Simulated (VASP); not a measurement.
An input for Quantum ESPRESSO's pw.x (written as the equivalent of a VASP run, and not itself run):

```
&CONTROL
  calculation = 'scf'
  pseudo_dir = './pseudo'
  outdir = './out'
  tprnfor = .true.
  tstress = .true.
/
&SYSTEM
  ibrav = 0
  nat = 3
  ntyp = 2
  ecutwfc = 72
  occupations = 'smearing'
  smearing = 'gaussian'
  degauss = 0.003675
  input_dft = 'pbe'
/
&ELECTRONS
  conv_thr = 7.3e-08
  electron_maxstep = 100
/
ATOMIC_SPECIES
  Sn 118.710 Sn.upf
  S 32.060 S.upf
CELL_PARAMETERS angstrom
     1.8603170   -3.1314580    0.0000000
     1.8603170    3.1314580    0.0000000
     0.0000000    0.0000000    5.9609620
ATOMIC_POSITIONS crystal
  Sn   0.0000000  0.0000000  0.0000000
  S    0.3333330  0.6666670  0.2500000
  S    0.6852210  0.3518870  0.7500000
K_POINTS automatic
  6 6 4 0 0 0
```

**Question.** Translate this input to VASP (INCAR, KPOINTS, POSCAR, choice of POTCAR).

**Answer.** This is not unique; one that fits is 
File POSCAR:
```
SnS2
1
    1.8603170000    -3.1314580000     0.0000000000
    1.8603170000     3.1314580000     0.0000000000
    0.0000000000     0.0000000000     5.9609620000
Sn S
1 2
Direct
  0.0000000000   0.0000000000   0.0000000000
  0.3333330000   0.6666670000   0.2500000000
  0.6852210000   0.3518870000   0.7500000000
```

File KPOINTS:
```
Automatic mesh
0
Gamma
6 6 4
0 0 0
```

### INCAR
```
SYSTEM = SnS2
PREC = Accurate; ENCUT = 400; LREAL = .FALSE.
LASPH = .TRUE.
EDIFF = 1E-6; NELM = 100; ALGO = Normal
LMAXMIX = 4
ISMEAR = 0; SIGMA = 0.05
GGA = PE
ISIF = 2
LWAVE = .FALSE.; LCHARG = .FALSE.
```

POTCAR, in this order: Sn_d S (PBE.64 set). Program: vasp_std.

What does not carry over: the potentials are each code's own (VASP's PAW set, PseudoDojo norm-conserving files in pw.x), so ENCUT and ecutwfc are chosen apart and not converted; conv_thr bounds pw.x's estimated SCF error, while EDIFF bounds the energy change between steps.

The compound is SnS2 in the 1T layered structure. The cell was not relaxed at this level, atoms are displaced from their ideal sites.
